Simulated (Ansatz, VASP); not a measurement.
# Si5C91 (amorphous film on crystalline C with 5 % Si on C sites, (111)): VASP beside Ansatz

One calculation is typed for both programs; each brings its own data sets. How far apart do they land? The cell is taken from a series of runs on this material, whose earlier steps may have relaxed, scaled, displaced or heated it; both programs get it as it stands.

Method: plane waves, with VASP 6.6.1 beside it; single point at PBE, in Ansatz 0.2.0.

**1. The starting structure**

The cell holds 192 atoms: 182 C and 10 Si. Its edges and angles: a = 10.086 Å, b = 8.735 Å, c = 24.600 Å, α = 90.0°, β = 90.0°, γ = 90.0°. It derives from C (diamond C). As first built, before any earlier steps moved the atoms (in the runner's words): A 2 x 1 x 2 block of diamond C (a = 3.566 A), 5 % of C replaced at random by Si with its (111) planes normal to z; the lower 50 % held fixed, the rest melted at 8000 K for 10 ps and cooled to 500 K at 200 K/ps with the Tersoff potential (Tersoff, Phys. Rev. B 39, 5566 (1989)); then all atoms free for 10 ps at 500 K, under. Minimised at fixed cell. . Vacuum lies along c.

**2. VASP: single point, PBE**

A single point gives forces, pressure and levels at one fixed geometry, so differences don't come from the geometry; what else differs is listed under the comparison.

Lines of VASP's logs that name or quote its potential files are left out, and so is its time.

File INCAR:

```
SYSTEM = Si5C91
PREC = Accurate
ENCUT = 520
EDIFF = 1E-06
NELM = 120
ISMEAR = -1
SIGMA = 0.05
LREAL = Auto
ALGO = Normal
GGA = PE
NBANDS = 518
LORBIT = 11
LWAVE = .FALSE.
LCHARG = .FALSE.
ISIF = 2
LASPH = .TRUE.
GGA_COMPAT = .FALSE.
```

File POSCAR:

```
Si5C91
1.0
   10.0861700000      0.0000000000      0.0000000000
    0.0000000000      8.7348800000      0.0000000000
    0.0000000000      0.0000000000     24.6000500000
C Si
182 10
Direct
    0.1220100000      0.9451000000      0.0221300000
    0.3926900000      0.9324100000      0.1257200000
    0.3956700000      0.9480400000      0.1856200000
    0.1384600000      0.9340900000      0.1252600000
    0.1172700000      0.9441000000      0.1844100000
    0.0092700000      0.2109900000      0.1053900000
    0.0022700000      0.1744100000      0.1748200000
    0.1710700000      0.4777400000      0.0379400000
    0.2481500000      0.5318800000      0.0940900000
    0.1425900000      0.4414600000      0.1241500000
    0.1466900000      0.4425200000      0.1843000000
    0.3887600000      0.4379800000      0.1890700000
    0.2494200000      0.6851600000      0.1227000000
    0.2552300000      0.6696300000      0.1851400000
    0.2598300000      0.1810600000      0.1221100000
    0.2576900000      0.1879700000      0.1841500000
    0.1283100000      0.1062900000      0.2040200000
    0.1269800000      0.1053000000      0.2706600000
    0.3853300000      0.1118700000      0.2034500000
    0.2628400000      0.3556300000      0.2056100000
    0.2499900000      0.3625100000      0.2709600000
    0.0046000000      0.6873500000      0.1222700000
    0.0020600000      0.6888300000      0.1859000000
    0.3804500000      0.5996400000      0.2087400000
    0.3768600000      0.6050400000      0.2758800000
    0.1287400000      0.6028400000      0.2076700000
    0.1255900000      0.6049500000      0.2737100000
    0.9991300000      0.8560600000      0.2053600000
    0.0040500000      0.8571900000      0.2685600000
    0.0075000000      0.3545900000      0.2789100000
[... 156 atom lines left out ...]
    0.2566800000      0.8541600000      0.2105900000
    0.5839300000      0.4971100000      0.9012600000
    0.4574100000      0.7753600000      0.9874500000
    0.6059200000      0.5334000000      0.0074300000
    0.7299800000      0.0034000000      0.0792100000
    0.6369400000      0.2651600000      0.2943500000
```

File KPOINTS:

```
Automatic mesh
0
Gamma
1 2 1
0 0 0
```

PAW data sets: C and Si (PBE family, release 64).

Command:

```bash
export OMP_NUM_THREADS=3
mpirun -np 1 vasp_std
```

Numbers of over 12 decimals in the logs are rounded to 6 here.

Output:

```text
[banner, memory and clock lines left out]
running    1 mpi-ranks, on    1 nodes
[...]
Offloading initialized ...    1 GPUs detected
[...]
LDA part: xc-table for (Slater+PW92), standard interpolation
 POSCAR, INCAR and KPOINTS ok, starting setup
[...]
entering main loop
       N       E                     dE             d eps       ncg     rms          rms(c)
DAV:   1     0.456855979978E+04    0.45686E+04   -0.37609E+05  2072   0.135E+03
DAV:   2    -0.112531989524E+04   -0.56939E+04   -0.53820E+04  2656   0.313E+02
DAV:   3    -0.165026457929E+04   -0.52494E+03   -0.51455E+03  2544   0.906E+01
DAV:   4    -0.166934468905E+04   -0.19080E+02   -0.18964E+02  2736   0.178E+01
[...]
DAV:  31    -0.157846645878E+04   -0.21923E-05   -0.12399E-07  1688   0.354E-04    0.255E-04
DAV:  32    -0.157846646031E+04   -0.15308E-05   -0.11049E-07  1624   0.265E-04    0.135E-04
DAV:  33    -0.157846646115E+04   -0.83860E-06   -0.77569E-08  1656   0.207E-04
   1 F= -.15784665E+04 E0= -.15783841E+04  d E =-.164764E+00
```

From OUTCAR (step 2):

```text
  FREE ENERGIE OF THE ION-ELECTRON SYSTEM (eV)
  ---------------------------------------------------
  free  energy   TOTEN  =     -1578.4664611464 eV

  energy  without entropy=    -1578.3016970251  energy(sigma->0) =    -1578.38407909
```

The gap is under twice the smearing width, so the edge states are partly filled and the run can't tell a small gap from a semimetal.

**3. Ansatz: single point, PBE**

Ansatz runs on its default PAW (the set named soft_2) files.

The same cell, functional, mesh and smearing now go to Ansatz, which takes its cutoff from its data sets.

File input.yaml:

```yaml
crystal:
  lattice:
    - [10.08617, 0.0, 0.0]
    - [0.0, 8.73488, 0.0]
    - [0.0, 0.0, 24.60005]
  atoms:
    - { symbol: C, position: [0.12201, 0.9451, 0.02213] }
    - { symbol: Si, position: [0.01077, 0.01713, 0.07997] }
    - { symbol: C, position: [0.39269, 0.93241, 0.12572] }
    - { symbol: C, position: [0.39567, 0.94804, 0.18562] }
    - { symbol: C, position: [0.13846, 0.93409, 0.12526] }
    - { symbol: C, position: [0.11727, 0.9441, 0.18441] }
    - { symbol: C, position: [0.00927, 0.21099, 0.10539] }
    - { symbol: C, position: [0.00227, 0.17441, 0.17482] }
    - { symbol: C, position: [0.17107, 0.47774, 0.03794] }
    - { symbol: C, position: [0.24815, 0.53188, 0.09409] }
    - { symbol: C, position: [0.14259, 0.44146, 0.12415] }
    - { symbol: C, position: [0.14669, 0.44252, 0.1843] }
    - { symbol: Si, position: [0.43573, 0.48375, 0.11113] }
    - { symbol: C, position: [0.38876, 0.43798, 0.18907] }
    - { symbol: C, position: [0.24942, 0.68516, 0.1227] }
    - { symbol: C, position: [0.25523, 0.66963, 0.18514] }
    - { symbol: C, position: [0.25983, 0.18106, 0.12211] }
    - { symbol: C, position: [0.25769, 0.18797, 0.18415] }
    - { symbol: C, position: [0.12831, 0.10629, 0.20402] }
    - { symbol: C, position: [0.12698, 0.1053, 0.27066] }
    - { symbol: C, position: [0.38533, 0.11187, 0.20345] }
    - { symbol: Si, position: [0.38159, 0.11142, 0.27761] }
    - { symbol: C, position: [0.26284, 0.35563, 0.20561] }
    - { symbol: C, position: [0.24999, 0.36251, 0.27096] }
    - { symbol: C, position: [0.0046, 0.68735, 0.12227] }
    - { symbol: C, position: [0.00206, 0.68883, 0.1859] }
    - { symbol: C, position: [0.38045, 0.59964, 0.20874] }
    - { symbol: C, position: [0.37686, 0.60504, 0.27588] }
    - { symbol: C, position: [0.12874, 0.60284, 0.20767] }
    - { symbol: C, position: [0.12559, 0.60495, 0.27371] }
[... 156 atom lines left out ...]
    - { symbol: C, position: [0.63199, 0.7643, 0.27961] }
    - { symbol: C, position: [0.13214, 0.25501, 0.34401] }
    - { symbol: C, position: [0.87953, 0.7789, 0.27694] }
    - { symbol: C, position: [0.17511, 0.72293, 0.51843] }
    - { symbol: C, position: [0.7549, 0.01999, 0.27582] }
    - { symbol: C, position: [0.51929, 0.73616, 0.4381] }
kpoints:
  mp_grid: { grid: [1, 2, 1] }
hamiltonian:
  xc: pbe
scf:
  occupations: { method: fermi_dirac, width: 0.05 }
output:
  forces: true
  eigenvalues: true
```

Command:

```bash
ansatz run input.yaml --threads 4 --pin off --max-ram 15872MiB --backend cpu --events-out ev --progress --plain --runs-dir out
```

Output:

```text
Engine: ansatz 0.2.0, aarch64-unknown-linux-gnu
Pseudopotentials: kind: paw
Pseudopotential: C, paw, valence charge 4, recommended cutoff 420 eV (normal), C.paw.azcp
Pseudopotential: Si, paw, valence charge 4, recommended cutoff 420 eV (normal), Si.paw.azcp
Functional definition: PBE
  parameter kappa = 0.804
  parameter beta = 0.066725
  exchange = pbe_x(kappa = kappa, mu = beta*pi^2/3)
  correlation = pbe_c(beta = beta)
Crystal: 192 atoms, lattice volume = 2167.301 Å³
Basis set: ecut = 420 eV, 42395 PW (Γ), exchange–correlation on 144×120×360 points (8 copies of the dense FFT grid, shifted against one another)
Bands: 576, of which v1, the nominal top of the filled ones, is band 384 counted from 1 (383 counted from 0)
Symmetry: 1 space group operations
Space group: P1 (ITA 1), of the structure as read, at distance tolerance 1.3e-4 Å
k-points: 2
Non-local potential: C, projectors of the file, l = 0: 2, l = 1: 2, l = 2: 1
Non-local potential: Si, projectors of the file, l = 0: 2, l = 1: 2, l = 2: 2
PAW form: soft (Blöchl's): semilocal exchange-correlation on the pseudo side does not see the compensation charge
PAW one-centre angular grid: C, 110 points (default); XC on 64 Gauss nodes
PAW one-centre angular grid: Si, 110 points (default); XC on 64 Gauss nodes
Initial density: superposition of atomic densities (neutral atoms: chi_scale 0, normalization atom), corrected by the library's trained network
Initial wavefunctions: pseudopotential atomic-orbital guess
Functional: x = pbe(κ = 0.804, μ = 0.219515), c = pbe(β = 0.066725)
SCF iter   1: F=—  HF=-51875.952138 eV  |F-HF|=—  |Δ(HF+E_count)|=         —  Δρ=1.43e-2  dr2=1.15e1  ethr=1.77e-3  ⟨swp⟩=8.0  Hψ=6578  notcnv=0  defer=307
preconditioner: auto → LDOS  [insulator: Δε(μ)=0.148 eV  Ē_g=14.982 eV  σ=0.050 eV  W_gap=0.63  n_scr=452 (ndim 8)  ℏωp=22.1 eV  f_vac=0.371  D(μ)=13.35/eV (n_scr^D=48)  ε∞_Penn≈3.2  β→1.0]
SCF iter   2: F=—  HF=-51876.215692 eV  |F-HF|=—  |Δ(HF+E_count)|=   2.64e-1  Δρ=1.46e-2  dr2=1.44e1  ethr=1.50e-3  ⟨swp⟩=3.0  Hψ=1780  notcnv=0  defer=346
SCF iter   3: F=—  HF=-51874.586283 eV  |F-HF|=—  |Δ(HF+E_count)|=    1.63e0  Δρ=3.64e-3  dr2=7.09e-1  ethr=1.50e-3  ⟨swp⟩=3.0  Hψ=1938  notcnv=0  defer=346
SCF iter   4: F=—  HF=-51874.540522 eV  |F-HF|=—  |Δ(HF+E_count)|=   4.58e-2  Δρ=1.65e-3  dr2=1.31e-1  ethr=9.24e-5  ⟨swp⟩=3.0  Hψ=1721  notcnv=0  defer=345
SCF iter   5: F=—  HF=-51874.529773 eV  |F-HF|=—  |Δ(HF+E_count)|=   1.07e-2  Δρ=9.20e-4  dr2=3.30e-2  ethr=1.71e-5  ⟨swp⟩=2.0  Hψ=1494  notcnv=0  defer=345
SCF iter   6: F=—  HF=-51874.528762 eV  |F-HF|=—  |Δ(HF+E_count)|=   1.01e-3  Δρ=6.38e-4  dr2=1.60e-2  ethr=4.29e-6  ⟨swp⟩=2.0  Hψ=1532  notcnv=0  defer=345
SCF iter   7: F=—  HF=-51874.527698 eV  |F-HF|=—  |Δ(HF+E_count)|=   1.06e-3  Δρ=4.41e-4  dr2=7.40e-3  ethr=2.09e-6  ⟨swp⟩=2.5  Hψ=1614  notcnv=0  defer=345
SCF iter   8: F=—  HF=-51874.527175 eV  |F-HF|=—  |Δ(HF+E_count)|=   5.23e-4  Δρ=2.54e-4  dr2=2.36e-3  ethr=9.63e-7  ⟨swp⟩=2.5  Hψ=1304  notcnv=0  defer=345
SCF iter   9: F=—  HF=-51874.527036 eV  |F-HF|=—  |Δ(HF+E_count)|=   1.39e-4  Δρ=1.26e-4  dr2=6.06e-4  ethr=3.08e-7  ⟨swp⟩=2.0  Hψ=1230  notcnv=0  defer=345
SCF iter  10: F=—  HF=-51874.527039 eV  |F-HF|=—  |Δ(HF+E_count)|=   2.68e-6  Δρ=7.99e-5  dr2=2.42e-4  ethr=7.90e-8  ⟨swp⟩=2.0  Hψ=1421  notcnv=0  defer=345
SCF iter  11: F=—  HF=-51874.527025 eV  |F-HF|=—  |Δ(HF+E_count)|=   1.36e-5  Δρ=5.21e-5  dr2=9.54e-5  ethr=3.15e-8  ⟨swp⟩=2.5  Hψ=1499  notcnv=0  defer=345
SCF iter  12: F=—  HF=-51874.526841 eV  |F-HF|=—  |Δ(HF+E_count)|=   1.84e-4  Δρ=3.15e-5  dr2=3.34e-5  ethr=1.24e-8  ⟨swp⟩=2.0  Hψ=1849  notcnv=0  defer=345
SCF iter  13: F=—  HF=-51874.526843 eV  |F-HF|=—  |Δ(HF+E_count)|=   1.67e-6  Δρ=2.13e-5  dr2=1.59e-5  ethr=4.36e-9  ⟨swp⟩=2.0  Hψ=1574  notcnv=0  defer=345
SCF iter  14: F=—  HF=-51874.526843 eV  |F-HF|=—  |Δ(HF+E_count)|=   3.40e-7  Δρ=1.57e-5  dr2=9.20e-6  ethr=2.07e-9  ⟨swp⟩=3.0  Hψ=1693  notcnv=0  defer=345
SCF iter  15: F=—  HF=-51874.526844 eV  |F-HF|=—  |Δ(HF+E_count)|=   1.01e-6  Δρ=8.74e-6  dr2=2.90e-6  ethr=1.20e-9  ⟨swp⟩=2.0  Hψ=1102  notcnv=0  defer=345
SCF iter  16: F=—  HF=-51874.526845 eV  |F-HF|=—  |Δ(HF+E_count)|=   3.62e-7  Δρ=4.39e-6  dr2=6.51e-7  ethr=3.78e-10  ⟨swp⟩=2.5  Hψ=1446  notcnv=0  defer=345
SCF iter  17: F=—  HF=-51874.526845 eV  |F-HF|=—  |Δ(HF+E_count)|=   7.40e-8  Δρ=2.56e-6  dr2=2.26e-7  ethr=8.47e-11  ⟨swp⟩=2.0  Hψ=1274  notcnv=0  defer=345
SCF iter  18: F=-51874.526845 eV  HF=-51874.526845 eV  |F-HF|=2.18e-8  |Δ(HF+E_count)|=  6.98e-10  Δρ=1.41e-6  dr2=6.96e-8  ethr=1.30e-11  ⟨swp⟩=27.5  Hψ=9746  notcnv=0
SCF 1 converged in 18 iterations: F = -51874.526845 eV  dr2 = 6.96e-8
  greatest PAW one-centre occupation: 0.728 electrons in one spin orbital (limit 2), on the Si atom at site 48 (counted from 0), in its partial waves of l = 0
SCF converged after 18 iterations
Free energy (F): -51874.526845 eV
[...]
k-point 1: bands = [... 380 lower, 4.7653, 4.8735, 5.0196, 5.1659, 5.2652, 5.3223, 5.4559, 5.5632, ... 188 higher]
```

In the SCF lines HF is the Harris–Foulkes energy and dr2 the Hartree energy of the density residual, in eV; the loop may stop once dr2 is under the threshold and the program's other checks hold. Hψ counts applications of the Hamiltonian.

**4. Side by side**

Known differences besides the potentials themselves: the cutoff is 420 eV in Ansatz and 520 eV in VASP (PREC = Accurate, projectors in real space). Total energies have different zeros and are not compared.

Forces on 10 of the 192 atoms, those with the largest forces and the largest differences (eV/Å; atoms numbered as in POSCAR):

```
atom          Ansatz x, y, z            VASP x, y, z
  C1   -0.049, 0.029, -0.075   -0.137, 0.083, -0.125
 C21   -1.860, 1.597, -7.431   -1.883, 1.584, -7.435
 C29   0.741, -0.199, -8.854   0.762, -0.200, -8.840
 C38    0.017, -0.020, 0.027   -0.014, -0.118, 0.026
 C42     0.018, 0.005, 0.030     0.063, 0.076, 0.031
 C61  -0.067, -1.026, -9.278  -0.071, -0.969, -9.268
 C71  -0.109, 0.192, -10.154  -0.121, 0.178, -10.137
 C82  -0.478, -0.060, -8.410  -0.494, -0.057, -8.401
C177     0.249, 0.703, 8.208     0.260, 0.714, 8.204
C181    1.209, -0.362, 7.919    1.237, -0.365, 7.908
```

The forces differ by 18 meV/Å r.m.s., which is 1.0 % of the r.m.s. force of 1.784 eV/Å (both taken over all components). With vacuum in the cell, a pressure given here is an average over mostly empty space and none of the material.

**5. Results**

```yaml
r_m_s_force_difference_single_point_pbe: 1.0 % of the r.m.s. force
```

The r.m.s. force difference is 1.0 % of the r.m.s. force (single point, PBE), within the 3 % picked in this series as the mark of a large difference. Such differences can come from data sets, numerical settings and the points named under the comparisons, not from the functional's error against experiment.

[Lines on the potential files, build, host, timing and source positions are cut from VASP's logs without a mark.]

[Logs are printed without paths, hosts, clocks, repeated set-up lines and the standing remarks that a program may print on its own settings, such as how far it seeks lower states.]

[Hosts, paths, dates, database ids (printed as entryN), source tags and the programs' standing remarks are cut or masked in the printed files.]
